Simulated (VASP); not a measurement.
Data:

```xyz
2
Lattice="3.4030 0.0000 0.0000 0.0000 3.4030 0.0000 0.0000 0.0000 3.4030" Properties=species:S:1:pos:R:3 pbc="T T T"
In     1.7015     1.7015     1.7015
Pd     0.0000     0.0000     0.0000
```

Computed with vdW-DF2, VASP's PBE PAW potentials (set 64) (plane waves; VASP). Run with 520 eV cut-off, 11×11×11 Γ-centred mesh, first-order Methfessel-Paxton smearing of 0.10 eV, potentials In_d Pd.

Task: Give the stress tensor in GPa (positive for a compressed cell).

Result: 
```
2.48  0.00  0.00
0.00  2.48  0.00
0.00  0.00  2.48
```
The pressure is its mean diagonal, 2.48 GPa.

The compound is PdIn in the CsCl type structure. This cell is one point of a volume scan, at 0.97 of the reference volume. The electron count is odd and the run is not spin-polarised, which forces a metal.
